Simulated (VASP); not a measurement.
**Be2Co: single point with PBE**

Crystal: Be2Co.

```
CELL_PARAMETERS angstrom
0.00000 1.91949 5.33254
1.33849 0.00000 5.33254
1.33849 1.91949 0.00000
ATOMIC_POSITIONS crystal
Co 0.00000 0.00000 0.00000
Be 0.66394 0.66394 0.33606
Be 0.33606 0.33606 0.66394
```

The cell comes from a database or a generator and needn't be the stable form of this composition.

- Program: VASP 6.6.1
- Task: single point
- Functional: PBE
- Potentials or basis: VASP PAW PBE potentials, release 64 (Co, Be)
- Cutoff: 520 eV
- k mesh: 12 × 12 × 12
- Occupations: fermi-dirac, width 0.05 eV
- Spin: collinear spin, ferromagnetic start
- Starting moments: [2.0, 0.0, 0.0] μB

```
Pressure                                              : -0.5 GPa
Largest force                                         : 0.069 eV/Å
Band gap on the k mesh                                : none (metal or under the smearing width)
Net moment                                            : 1.04 μB per cell
Site moments                                          : Co +1.07; Be -0.01 μB
Valence electrons inside the program's atomic spheres : Co 8.51; Be 1.06
```

Forces in eV/Å, atoms in the order of the input:
```
Co   0.000  0.000  0.000
Be   0.000  0.000  0.069
Be   0.000  0.000 -0.069
```

Stress tensor (GPa, compression positive):
```
 0.84  0.00  0.00
 0.00 -3.11  0.00
 0.00  0.00  0.73
```

Levels at points of the mesh, in eV from the Fermi level:
Spin up:
| k point | band 5 | band 6 | band 7 | band 8 | band 9 | band 10 |
| --- | --- | --- | --- | --- | --- | --- |
| (0.00, 0.00, 0.00) | -2.65 | -1.49 | -1.10 | -0.94 | 8.90 | 11.40 |
| (0.50, 0.00, 0.00) | -1.67 | -1.17 | -0.87 | -0.16 | 3.94 | 4.51 |
| (0.50, 0.50, 0.00) | -1.68 | -1.52 | -1.09 | -0.94 | 4.97 | 11.83 |
| (0.50, 0.00, 0.50) | -1.94 | 0.13 | 1.91 | 3.24 | 4.43 | 4.57 |
| (0.00, 0.50, 0.50) | -0.81 | -0.64 | 0.13 | 1.28 | 5.02 | 5.34 |
Spin down:
```csv
k point,band 3,band 4,band 5,band 6,band 7,band 8,band 9,band 10
"(0.00, 0.00, 0.00)",-5.37,-2.26,-1.97,-0.28,-0.02,0.47,8.91,11.64
"(0.50, 0.00, 0.00)",-3.51,-3.00,-1.70,0.00,0.42,0.74,4.37,4.54
"(0.50, 0.50, 0.00)",-3.11,-2.26,-1.71,-0.28,-0.08,0.47,5.30,11.81
"(0.50, 0.00, 0.50)",-3.15,-1.40,-1.17,1.26,2.10,3.67,4.52,4.54
"(0.00, 0.50, 0.50)",-1.34,-0.93,-0.82,0.02,1.26,1.29,5.01,5.79
```

Wall time 6.6 min on 1 thread of AMD EPYC 9R45 96-Core Processor (Zen 5), with other jobs on the host, peak memory 0.33 GiB.
